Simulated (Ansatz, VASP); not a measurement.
# Mo (Mo strained to the junction's net): VASP beside Ansatz

Wanted: the spread between two codes on one cell, functional and k mesh. The structure shown is the end of the Ansatz relaxation below.

Calculated with Ansatz 0.2.0; plane waves, with VASP 6.6.1 beside it; single point at PBE.

**1. The structure**

It takes space group Im-3m (No. 229, cubic). Conventional cell: a = 3.159 Å, b = 3.159 Å, c = 3.159 Å, α = 90.00°, β = 90.00°, γ = 90.00°. Nearest to Mo lie 8 Mo at 2.74 Å. That group holds within 0.01 Å; judged at 0.001 Å it is I4/mmm (No. 139).

**2. Ansatz: relaxation, PBE**

Ansatz runs on its default PAW (the set named soft_2) files.

This run makes the geometry at which the two programs are then compared.

input.yaml

```yaml
crystal:
  lattice:
    - [3.157, 0.0, 0.0]
    - [0.0, 3.157, 0.0]
    - [0.0, 0.0, 3.1451]
  atoms:
    - { symbol: Mo, position: [0.0, 0.0, 0.0] }
    - { symbol: Mo, position: [0.5, 0.5, 0.5] }
kpoints:
  mp_grid: { grid: [10, 10, 10] }
scf:
  occupations: { method: fermi_dirac, width: 0.1 }
  max_iter: 150
hamiltonian:
  xc: pbe
relax:
  f_tol: 0.01
  max_steps: 40
  cell: { fix: [a, b, angles] }
```

Command:

```sh
ansatz run input.yaml --threads 4 --pin off --max-ram 10240MiB --backend cpu --events-out ev --progress --plain --runs-dir out
```

Numbers of over 12 decimals in the logs are rounded to 6 here.

The program printed:

```text
Engine: ansatz 0.2.0, aarch64-unknown-linux-gnu
Pseudopotentials: kind: paw
Pseudopotential: Mo, paw, valence charge 14, recommended cutoff 420 eV (normal), Mo.paw.azcp
Functional definition: PBE
  parameter kappa = 0.804
  parameter beta = 0.066725
  exchange = pbe_x(kappa = kappa, mu = beta*pi^2/3)
  correlation = pbe_c(beta = beta)
Crystal: 2 atoms, lattice volume = 31.346 Å³
Basis set: ecut = 420 eV, 619 PW (Γ), exchange–correlation on 48×48×48 points (8 copies of the dense FFT grid, shifted against one another)
Bands: 18, of which v1, the nominal top of the filled ones, is band 14 counted from 1 (13 counted from 0)
Symmetry: 32 space group operations
Space group: I4/mmm (ITA 139), of the structure as read, at distance tolerance 3.2e-5 Å
k-points: 126 of 1000
Non-local potential: Mo, projectors of the file, l = 0: 3, l = 1: 2, l = 2: 2, l = 3: 1
PAW form: soft (Blöchl's): semilocal exchange-correlation on the pseudo side does not see the compensation charge
PAW one-centre angular grid: Mo, 590 points (default); XC on 64 Gauss nodes
Initial density: superposition of atomic densities (neutral atoms: chi_scale 0, normalization atom), corrected by the library's trained network
Initial wavefunctions: pseudopotential atomic-orbital guess
Functional: x = pbe(κ = 0.804, μ = 0.219515), c = pbe(β = 0.066725)
SCF iter   1: F=—  HF=-9912.065949 eV  |F-HF|=—  |Δ(HF+E_count)|=         —  Δρ=2.56e-3  dr2=8.95e-4  ethr=1.77e-3  ⟨swp⟩=5.2  Hψ=10055  notcnv=0
preconditioner: auto → none  [metal: Δε(μ)=0.012 eV  Ē_g=4.612 eV  σ=0.100 eV  W_gap=0.03  n_scr=6 (ndim 8)  ℏωp=23.0 eV  f_vac=0.000  D(μ)=1.24/eV (n_scr^D=6)  sad-step TF]
SCF iter   2: F=—  HF=-9912.065981 eV  |F-HF|=—  |Δ(HF+E_count)|=   3.23e-5  Δρ=1.55e-3  dr2=3.38e-4  ethr=3.20e-6  ⟨swp⟩=2.1  Hψ=4242  notcnv=0
SCF iter   3: F=—  HF=-9912.066013 eV  |F-HF|=—  |Δ(HF+E_count)|=   3.22e-5  Δρ=3.69e-4  dr2=3.19e-5  ethr=1.21e-6  ⟨swp⟩=1.5  Hψ=3083  notcnv=0
SCF iter   4: F=—  HF=-9912.066005 eV  |F-HF|=—  |Δ(HF+E_count)|=   8.67e-6  Δρ=1.45e-4  dr2=2.37e-6  ethr=1.14e-7  ⟨swp⟩=2.7  Hψ=3975  notcnv=0
SCF iter   5: F=—  HF=-9912.066006 eV  |F-HF|=—  |Δ(HF+E_count)|=   9.55e-7  Δρ=4.34e-5  dr2=3.71e-7  ethr=8.46e-9  ⟨swp⟩=2.0  Hψ=4055  notcnv=0
SCF iter   6: F=-9912.066006 eV  HF=-9912.066006 eV  |F-HF|=3.18e-8  |Δ(HF+E_count)|=   1.46e-7  Δρ=1.46e-5  dr2=3.71e-8  ethr=3.57e-10  ⟨swp⟩=4.0  Hψ=7835  notcnv=0
SCF 1 converged in 6 iterations: F = -9912.066006 eV  dr2 = 3.71e-8
  greatest PAW one-centre occupation: 0.998 electrons in one spin orbital (limit 2), on the Mo atom at site 1 (counted from 0), in its partial waves of l = 0
relax step   1: F+E_penalty+E_count = -9912.06600554 eV  Δ(F+E_penalty+E_count) = +0.000e0 eV  max|allowed force component| = 3.106e-30 eV/Å  Δτ_max = 0.0000 Å  P = +1.778 GPa  Ω = 31.346 Å³  fix = [a, b, alpha, beta, gamma]  reactions: a +1.390, b +1.390 GPa  (6 SCF iters, dr2 threshold 1.00e-7 eV, accepted)
[...]
relax step   2: F+E_penalty+E_count = -9912.06011585 eV  Δ(F+E_penalty+E_count) = +5.890e-3 eV  max|allowed force component| = 1.267e-29 eV/Å  Δτ_max = 0.0000 Å  P = -2.812 GPa  Ω = 31.918 Å³  energy of the carried Pulay correction = -1.686e-4 eV  fix = [a, b, alpha, beta, gamma]  (6 SCF iters, dr2 threshold 2.00e-7 eV, rejected (line search))
[...]
relax step   3: F+E_penalty+E_count = -9912.06731393 eV  Δ(F+E_penalty+E_count) = -1.308e-3 eV  max|allowed force component| = 3.254e-30 eV/Å  Δτ_max = 0.0000 Å  P = +0.285 GPa  Ω = 31.525 Å³  energy of the carried Pulay correction = -5.313e-5 eV  fix = [a, b, alpha, beta, gamma]  reactions: a +0.479, b +0.479 GPa  (6 SCF iters, accepted)
[...]
relax step   4: F+E_penalty+E_count = -9912.06731827 eV  Δ(F+E_penalty+E_count) = -4.344e-6 eV  max|allowed force component| = 5.325e-30 eV/Å  Δτ_max = 0.0000 Å  P = +0.342 GPa  Ω = 31.518 Å³  energy of the carried Pulay correction = -5.107e-5 eV  fix = [a, b, alpha, beta, gamma]  reactions: a +0.514, b +0.514 GPa  (6 SCF iters, dr2 threshold 2.67e-8 eV, accepted)
[...]
relax step   5: F+E_penalty+E_count = -9912.06736693 eV  Δ(F+E_penalty+E_count) = -4.865e-5 eV  max|allowed force component| = 2.317e-30 eV/Å  Δτ_max = 0.0000 Å  P = +0.341 GPa  Ω = 31.518 Å³  fix = [a, b, alpha, beta, gamma]  reactions: a +0.513, b +0.513 GPa  stress off target by 2.68e-3 GPa on what of the cell is left free  SCF on the basis re-selected at this cell (its energy is not comparable with the rows above)  (8 SCF iters)
basis re-selected at this cell: Δ(F+E_penalty+E_count) = -4.865e-5 eV, ΔP = -0.001 GPa vs the last step (what re-selecting the basis moved, of the pressure what is left beyond the Pulay correction that the steps carried, after the strain that the cell walked since its last selection, with what the two solves' SCF thresholds leave and, on support functions, any second-order correction that the steps lacked; it is no m [...]
SCF converged after 8 iterations
Free energy (F): -9912.067367 eV
Harris-Foulkes:  -9912.067367 eV  (|F-HF|=1.82e-12)
Internal energy: -9912.025695 eV  (E = F + TS)
E sigma→0 (E₀):  -9912.046531 eV
Entropy (-TS):   -0.041672 eV (-20.836 meV/atom)
Fermi energy:    20.937357 eV
--- Per-component energies (eV) ---
  E_band       = -114.868129
  E_kinetic    = 881.471204
  E_local      = -1579.598390  (includes V_loc(G=0)·N_el)
  E_nonlocal   = 285.187897
  E_hartree    = 521.940768
  E_xc         = -367.035133
  E_vxc        = -458.096182  (∫ρ·V_xc dr)
  E_paw        = -6402.394023  (= ΣΔE_a)
  E_vpaw       = -287.714279  (= ΣTr[D̂ρ^β])
  E_aug_tail   = 0.000084  (compensation charges beyond the density's cutoff)
  E_ewald      = -3251.598102
  E_smearing   = -0.041672  (= −TS)
  E_closure    = 0.000000  (closes the sum)
  Σ components = -9912.067367   (vs F -9912.067367, Δ=0.00e0)
--- Forces (eV/Å), atoms counted from 1 ---
  atom   1  Mo     0.00000000     0.00000000     0.00000000
  atom   2  Mo     0.00000000     0.00000000    -0.00000000
  max |Σ_I F_I| component: 1.44e-29 eV/Å
--- Stress (GPa, compression-positive) ---
        0.513473       0.000000       0.000000
        0.000000       0.513473       0.000000
        0.000000       0.000000      -0.002684
  P = ⅓ Tr σ = 0.3414 GPa (3.414 kbar)
--- Band table (eV; the first three rows and the last of 126) ---
  k-point 0: bands = [... 10 lower, 15.5385, 19.5561, 19.5561, 19.5754, 22.5431, 22.5679, 24.8383, 24.8442]
  k-point 1: bands = [... 10 lower, 15.7223, 19.5437, 19.5437, 19.6716, 22.2548, 22.6676, 24.2531, 24.2531]
  k-point 2: bands = [... 10 lower, 16.2299, 19.5381, 19.5381, 19.9565, 21.4900, 22.9464, 23.0986, 23.0986]
  k-point 125: bands = [... 10 lower, 18.3085, 18.3085, 18.3085, 18.3085, 23.3180, 23.3180, 23.3315, 23.3315]
--- Relaxed structure (4 steps of the walk, 3 accepted, 1 SCFs on fresh bases) ---
  F+E_penalty+E_count = -9912.06736693 eV   max|allowed force component| = 2.317e-30 eV/Å   (the final SCF, on the basis selected at the relaxed cell)
  cell:  # Å, volume = 31.5183 Å³
    - [3.157, 0, 0.0]
    - [0, 3.157, 0.0]
    - [0.0, 0.0, 3.162376]
  atoms:
    - { symbol: Mo, position: [0.0, 0.0, 0.0] }
    - { symbol: Mo, position: [0.5, 0.5, 0.5] }
```

In the SCF lines HF is the Harris–Foulkes energy and dr2 the Hartree energy of the density residual, in eV; the loop may stop once dr2 is under the threshold and the program's other checks hold. Hψ counts applications of the Hamiltonian.

**3. VASP: single point, PBE**

The same cell, functional, mesh and smearing now go to VASP, with its own data sets.

Lines of VASP's logs that name or quote its potential files are left out, and so is its time.

INCAR

```
SYSTEM = Mo
PREC = Accurate
ENCUT = 500
EDIFF = 1E-06
NELM = 120
ISMEAR = -1
SIGMA = 0.1
LREAL = .FALSE.
ALGO = Normal
GGA = PE
NBANDS = 20
LASPH = .TRUE.
LORBIT = 11
LWAVE = .FALSE.
LCHARG = .FALSE.
ISIF = 2
GGA_COMPAT = .FALSE.
```

POSCAR

```
Mo
1.0
    3.1570000000      0.0000000000      0.0000000000
    0.0000000000      3.1570000000      0.0000000000
    0.0000000000      0.0000000000      3.1623762828
Mo
2
Direct
    0.0000000000      0.0000000000      0.0000000000
    0.5000000000      0.5000000000      0.5000000000
```

KPOINTS

```
Automatic mesh
0
Gamma
10 10 10
0 0 0
```

PAW data sets: Mo_sv (PBE family, release 64).

Command:

```sh
mpirun -np 1 vasp_std
```

The program printed:

```text
[banner, memory and clock lines left out]
running    1 mpi-ranks, on    1 nodes
 distrk:  each k-point on    1 cores,    1 groups
 distr:  one band on    1 cores,    1 groups

 POSCAR found type information on POSCAR Mo
 POSCAR found :  1 types and       2 ions
 LDA part: xc-table for (Slater+PW92), standard interpolation
 POSCAR, INCAR and KPOINTS ok, starting setup
 FFT: planning ... GRIDC
 FFT: planning ... GRID_SOFT
 FFT: planning ... GRID
 WAVECAR not read
 entering main loop
       N       E                     dE             d eps       ncg     rms          rms(c)
DAV:   1     0.261895017809E+03    0.26190E+03   -0.16626E+04  5040   0.142E+03
DAV:   2    -0.174480651733E+02   -0.27934E+03   -0.27189E+03  5648   0.436E+02
DAV:   3    -0.231781210071E+02   -0.57301E+01   -0.55884E+01  5640   0.619E+01
DAV:   4    -0.232198819907E+02   -0.41761E-01   -0.41686E-01  5276   0.494E+00
DAV:   5    -0.232200958824E+02   -0.21389E-03   -0.21389E-03  5424   0.398E-01    0.204E+01
DAV:   6    -0.220555131576E+02    0.11646E+01   -0.22922E+00  5128   0.136E+01    0.546E+00
DAV:   7    -0.219017702615E+02    0.15374E+00   -0.46212E-01  5272   0.554E+00    0.131E+00
DAV:   8    -0.218942344686E+02    0.75358E-02   -0.84306E-03  5164   0.956E-01    0.265E-01
DAV:   9    -0.218943530223E+02   -0.11855E-03   -0.33015E-04  5692   0.188E-01    0.922E-02
DAV:  10    -0.218943729195E+02   -0.19897E-04   -0.26190E-05  5148   0.507E-02    0.137E-02
DAV:  11    -0.218943730698E+02   -0.15031E-06   -0.92045E-07  2716   0.730E-03
   1 F= -.21894373E+02 E0= -.21873518E+02  d E =-.417094E-01
```

OUTCAR, selected parts (step 3):

```text
ion  position               nearest neighbor table
   1  0.000  0.000  0.000-   2 2.74   2 2.74   2 2.74   2 2.74   2 2.74   2 2.74   2 2.74   2 2.74

  LATTYP: Found a simple tetragonal cell.
 ALAT       =     3.1570000000
 C/A-ratio  =     1.0017029721

 Subroutine GETGRP returns: Found 16 space group operations
 (whereof 16 operations were pure point group operations)

The static configuration has the point symmetry D_4h.

 Found    126 irreducible k-points:

   k-points           NKPTS =    126   k-points in BZ     NKDIM =    126   number of bands    NBANDS=     20

   dimension x,y,z NGX =    24 NGY =   24 NGZ =   24
   dimension x,y,z NGXF=    48 NGYF=   48 NGZF=   48

   ENCUT  =  500.0 eV  36.75 Ry    6.06 a.u.   5.76  5.76  5.77*2*pi/ulx,y,z

   NELECT =      28.0000    total number of electrons

 k-points in reciprocal lattice and weights: Automatic mesh
   0.00000000  0.00000000  0.00000000       0.001
   0.10000000  0.00000000  0.00000000       0.004
   0.20000000  0.00000000  0.00000000       0.004
   0.30000000  0.00000000  0.00000000       0.004
   0.40000000  0.00000000  0.00000000       0.004
   0.50000000  0.00000000  0.00000000       0.002
   0.10000000  0.10000000  0.00000000       0.004
   0.20000000  0.10000000  0.00000000       0.008
   0.30000000  0.10000000  0.00000000       0.008
[...]
0.50000000  0.40000000  0.50000000       0.004
   0.50000000  0.50000000  0.50000000       0.001

 average (electrostatic) potential at core
       1 -69.3235       2 -69.3235

 E-fermi :  12.4940

 k-point     1 :       0.0000    0.0000    0.0000
  band No.  band energies     occupation
    ...
     10       7.0863      2.00000
     11       7.0906      2.00000
     12      11.1128      2.00000
     13      11.1128      2.00000
     14      11.1321      2.00000
     15      14.1025      0.00000
     16      14.1273      0.00000
     17      16.3994      0.00000
     18      16.4053      0.00000
     19      16.4053      0.00000
    ...

 k-point     2 :       0.1000    0.0000    0.0000
  band No.  band energies     occupation
    ...
     10       7.2037      2.00000
     11       7.2794      2.00000
     12      11.0985      2.00000
     13      11.1175      2.00000
     14      11.2092      1.99999
     15      13.8310      0.00000
     16      14.2112      0.00000
     17      15.8061      0.00000
     18      15.8066      0.00000
     19      16.2192      0.00000
    ...

 k-point     3 :       0.2000    0.0000    0.0000
  band No.  band energies     occupation
    ...
     10       7.5499      2.00000
     11       7.7913      2.00000
     12      11.0880      2.00000
     13      11.1063      2.00000
     14      11.4948      1.99991
     15      13.0623      0.00678
     16      14.4975      0.00000
     17      14.6428      0.00000
     18      14.6483      0.00000
     19      15.7068      0.00000
    ...

  Total        0.2064059      0.2064059      0.1049936      0.0000000      0.0000000      0.0000000
  in kB       10.4922836     10.4922836      5.3371664      0.0000000      0.0000000      0.0000000
  external PRESSURE =       8.7739112 kB  Pullay stress =       0.0000000 kB

  energy-cutoff  :      500.00
  volume of cell :       31.52
      direct lattice vectors                 reciprocal lattice vectors
     3.157000000  0.000000000  0.000000000     0.316756414  0.000000000  0.000000000
     0.000000000  3.157000000  0.000000000     0.000000000  0.316756414  0.000000000
     0.000000000  0.000000000  3.162376283     0.000000000  0.000000000  0.316217904

 POSITION                                       TOTAL-FORCE (eV/Angst)
 -----------------------------------------------------------------------------------
      0.00000      0.00000      0.00000         0.000000      0.000000     -0.000000
      1.57850      1.57850      1.58119        -0.000000     -0.000000      0.000000
 -----------------------------------------------------------------------------------
    total drift:                                0.000000      0.000000     -0.000000

  FREE ENERGIE OF THE ION-ELECTRON SYSTEM (eV)
  ---------------------------------------------------
  free  energy   TOTEN  =       -21.8943730698 eV

  energy  without entropy=      -21.8526636655  energy(sigma->0) =      -21.87351837

 total charge
# of ion       s       p       d       tot
------------------------------------------
    1        2.379   6.201   3.905  12.484
    2        2.379   6.201   3.905  12.484
--------------------------------------------------
tot          4.757  12.402   7.809  24.968

[... 3 further parts left out ...]
```

The run ends at a pressure of 0.88 GPa.

**4. Side by side**

Known differences besides the potentials themselves: the cutoff is 420 eV in Ansatz and 500 eV in VASP; Ansatz's pressure holds a Pulay correction, VASP's none. Total energies have different zeros and are not compared.

Compared:

| quantity | Ansatz | VASP | difference |
| --- | --- | --- | --- |
| pressure (GPa) | 0.34 | 0.88 | -0.54 |

**5. Summary of results**

```yaml
difference_in_pressure_single_point_pbe: -0.54 GPa
```

The difference in pressure is -0.54 GPa (single point, PBE), within the 1 GPa picked in this series as the mark of a large difference. How closely two codes agree says nothing of how well the functional describes the real material.

[Lines on the potential files, build, host, timing and source positions are cut from VASP's logs without a mark.]

[Logs are printed without paths, hosts, clocks, repeated set-up lines and the standing remarks that a program may print on its own settings, such as how far it seeks lower states.]

[Hosts, paths, dates, database ids (printed as entryN), source tags and the programs' standing remarks are cut or masked in the printed files.]
